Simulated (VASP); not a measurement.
An input for Quantum ESPRESSO's pw.x (written as the equivalent of a VASP run, and not itself run):

```
&CONTROL
  calculation = 'scf'
  pseudo_dir = './pseudo'
  outdir = './out'
  tprnfor = .true.
  tstress = .true.
/
&SYSTEM
  ibrav = 0
  nat = 2
  ntyp = 2
  ecutwfc = 84
  occupations = 'tetrahedra'
  input_dft = 'pbesol'
/
&ELECTRONS
  conv_thr = 7.3e-09
  electron_maxstep = 100
/
ATOMIC_SPECIES
  Ru 101.070 Ru.upf
  B 10.810 B.upf
CELL_PARAMETERS angstrom
     0.0000000    2.3151850    2.3151850
     2.3151850    0.0000000    2.3151850
     2.3151850    2.3151850    0.0000000
ATOMIC_POSITIONS crystal
  Ru   0.0000000  0.0000000  0.0000000
  B    0.2500000  0.2500000  0.2500000
K_POINTS automatic
  15 15 15 0 0 0
```

### Question
Translate this input to VASP (INCAR, KPOINTS, POSCAR, choice of POTCAR).

### Answer
One answer among several that fit: 
File POSCAR:
```
RuB
1
    0.0000000000     2.3151849839     2.3151849839
    2.3151849839     0.0000000000     2.3151849839
    2.3151849839     2.3151849839     0.0000000000
Ru B
1 1
Direct
  0.0000000000   0.0000000000   0.0000000000
  0.2500000000   0.2500000000   0.2500000000
```

**INCAR**
```
ALGO  =  Normal
EDIFF  =  1E-7
ENCUT  =  520
GGA  =  PS
ISIF  =  2
ISMEAR  =  -5
LASPH  =  .TRUE.
LCHARG  =  .TRUE.
LMAXMIX  =  4
LORBIT  =  11
LREAL  =  .FALSE.
LWAVE  =  .FALSE.
NEDOS  =  601
NELM  =  100
PREC  =  Accurate
SYSTEM  =  RuB
```

File KPOINTS:
```
Automatic
0
G
  15 15 15
```

POTCAR, in this order: Ru_pv B (PBE.64 set). Program: vasp_std.

What does not carry over: the potentials are each code's own (VASP's PAW set, PseudoDojo norm-conserving files in pw.x), so ENCUT and ecutwfc are chosen apart and not converted; conv_thr bounds pw.x's estimated SCF error, while EDIFF bounds the energy change between steps.

The structure was generated: RuB was put into the zinc blende type (F-43m), which need not be its known phase. It was relaxed first, which changed the volume by -34 %.
